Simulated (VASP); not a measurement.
OSZICAR of a VASP run on HfN (rock salt):

File OSZICAR:
```
       N       E                     dE             d eps       ncg     rms          rms(c)
DAV:   1    -0.261850348557E+01   -0.26185E+01   -0.85262E+03  1848   0.133E+03
DAV:   2    -0.630425585960E+02   -0.60424E+02   -0.56960E+02  2469   0.257E+02
DAV:   3    -0.651747126936E+02   -0.21322E+01   -0.21160E+01  2388   0.420E+01
DAV:   4    -0.651946084364E+02   -0.19896E-01   -0.19800E-01  2220   0.406E+00
DAV:   5    -0.651949930995E+02   -0.38466E-03   -0.38373E-03  2453   0.399E-01    0.532E+01
DAV:   6    -0.576337239780E+02    0.75613E+01   -0.10693E+01  2179   0.273E+01    0.384E+01
DAV:   7    -0.589593125611E+02   -0.13256E+01   -0.85194E-01  2202   0.952E+00    0.235E+01
DAV:   8    -0.561759021298E+02    0.27834E+01   -0.62689E-01  2112   0.931E+00    0.852E+00
DAV:   9    -0.581595339663E+02   -0.19836E+01   -0.72256E-01  2088   0.970E+00    0.358E+00
DAV:  10    -0.582562642543E+02   -0.96730E-01   -0.29405E-01  2186   0.502E+00    0.241E+00
DAV:  11    -0.582350797976E+02    0.21184E-01   -0.19488E-02  2083   0.146E+00    0.136E+00
DAV:  12    -0.582346710365E+02    0.40876E-03   -0.12976E-02  2193   0.800E-01    0.458E-01
DAV:  13    -0.582344702257E+02    0.20081E-03   -0.25010E-03  2271   0.444E-01    0.432E-02
DAV:  14    -0.582347868682E+02   -0.31664E-03   -0.24759E-04  2016   0.173E-01    0.379E-02
DAV:  15    -0.582347516736E+02    0.35195E-04   -0.17303E-04  2348   0.137E-01    0.416E-02
DAV:  16    -0.582347655743E+02   -0.13901E-04   -0.76145E-06  2135   0.360E-02    0.478E-02
DAV:  17    -0.582347586094E+02    0.69649E-05   -0.15390E-05  2234   0.383E-02    0.147E-02
DAV:  18    -0.582348034235E+02   -0.44814E-04   -0.38323E-06  2043   0.283E-02    0.180E-02
DAV:  19    -0.582348012943E+02    0.21292E-05   -0.44853E-07  1050   0.713E-03    0.119E-02
DAV:  20    -0.582348053925E+02   -0.40982E-05   -0.65941E-07  1047   0.683E-03    0.396E-03
DAV:  21    -0.582348031526E+02    0.22399E-05   -0.21991E-07  1029   0.514E-03    0.238E-04
DAV:  22    -0.582348033910E+02   -0.23840E-06   -0.29343E-08  1020   0.159E-03
   1 F= -.58234803E+02 E0= -.58234670E+02  d E =-.582348E+02
       N       E                     dE             d eps       ncg     rms          rms(c)
DAV:   1    -0.582472751584E+02   -0.12472E-01   -0.43712E-01  1848   0.688E+00    0.239E+00
DAV:   2    -0.582345311492E+02    0.12744E-01   -0.27937E-02  1917   0.159E+00    0.846E-01
DAV:   3    -0.582325974367E+02    0.19337E-02   -0.74740E-03  2053   0.846E-01    0.859E-01
DAV:   4    -0.582324001547E+02    0.19728E-03   -0.89129E-04  2152   0.320E-01    0.510E-01
DAV:   5    -0.582323437055E+02    0.56449E-04   -0.44812E-04  2282   0.190E-01    0.896E-02
DAV:   6    -0.582323719532E+02   -0.28248E-04   -0.20787E-04  2016   0.181E-01    0.468E-02
DAV:   7    -0.582324295173E+02   -0.57564E-04   -0.20402E-05  2043   0.528E-02    0.705E-03
DAV:   8    -0.582324153778E+02    0.14139E-04   -0.27086E-06  2013   0.194E-02    0.109E-02
DAV:   9    -0.582324271513E+02   -0.11773E-04   -0.14952E-06  1141   0.145E-02    0.249E-03
DAV:  10    -0.582324219124E+02    0.52388E-05   -0.26813E-07   999   0.627E-03    0.114E-03
DAV:  11    -0.582324219443E+02   -0.31848E-07   -0.32890E-08   972   0.153E-03
   2 F= -.58232422E+02 E0= -.58232274E+02  d E =0.238145E-02
       N       E                     dE             d eps       ncg     rms          rms(c)
DAV:   1    -0.582421753836E+02   -0.97535E-02   -0.20572E-01  1854   0.471E+00    0.164E+00
DAV:   2    -0.582363700351E+02    0.58053E-02   -0.13530E-02  1902   0.109E+00    0.581E-01
DAV:   3    -0.582354345221E+02    0.93551E-03   -0.35933E-03  2046   0.580E-01    0.599E-01
DAV:   4    -0.582354323780E+02    0.21441E-05   -0.43839E-04  2125   0.221E-01    0.356E-01
DAV:   5    -0.582352960036E+02    0.13637E-03   -0.23968E-04  2279   0.136E-01    0.560E-02
DAV:   6    -0.582354667421E+02   -0.17074E-03   -0.10941E-04  2022   0.130E-01    0.375E-02
DAV:   7    -0.582354519386E+02    0.14803E-04   -0.10644E-05  2043   0.376E-02    0.509E-03
DAV:   8    -0.582354607832E+02   -0.88446E-05   -0.11878E-06  1163   0.133E-02    0.642E-03
DAV:   9    -0.582354534137E+02    0.73695E-05   -0.75090E-07   996   0.103E-02    0.228E-03
DAV:  10    -0.582354557070E+02   -0.22933E-05   -0.68353E-08   987   0.265E-03    0.133E-03
DAV:  11    -0.582354558111E+02   -0.10407E-06   -0.88370E-09   975   0.866E-04
   3 F= -.58235456E+02 E0= -.58235318E+02  d E =-.652420E-03
```

Which electronic solver shows in the log?

It is blocked Davidson (ALGO = Normal, or the opening steps of other solvers). The INCAR had ALGO = Normal.

Can the final energy be trusted as converged?

Self-consistency was reached. It stopped with EDIFF = 1E-6, NELM = 100, NSW = 60 and EDIFFG = -0.01 after 3 ionic steps (r2SCAN meta-GGA, plane waves, VASP's PBE PAW potentials (set 64)).

The compound is HfN in the rock salt structure. This run relaxes it. Symmetry was kept, so distortions that lower it aren't found. The electron count is odd and the run is not spin-polarised, which forces a metal.
